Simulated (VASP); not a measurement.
Consider the following.

```
CELL_PARAMETERS angstrom
      2.91758     0.00000     0.00000
      0.00000     2.91758     0.00000
      0.00000     0.00000     2.91758
ATOMIC_POSITIONS crystal
  Al 0.50000 0.50000 0.50000
  Ni 0.00000 0.00000 0.00000
```

Method: revTPSS meta-GGA, VASP's PBE PAW potentials (set 64) (plane waves; VASP). Numerical set-up: 520 eV cut-off, 13×13×13 Γ-centred mesh, first-order Methfessel-Paxton smearing of 0.10 eV, potentials Al Ni.

### Question
Give the stress tensor in GPa (positive for a compressed cell).

### Answer

```
-9.41   0.00   0.00
 0.00  -9.41   0.00
 0.00   0.00  -9.41
```
The pressure is its mean diagonal, -9.41 GPa.

The compound is NiAl in the CsCl type structure. This cell is one point of a volume scan, at 1.06 of the reference volume. The run is not spin-polarised, so no magnetic state was tried. The electron count is odd and the run is not spin-polarised, which forces a metal.
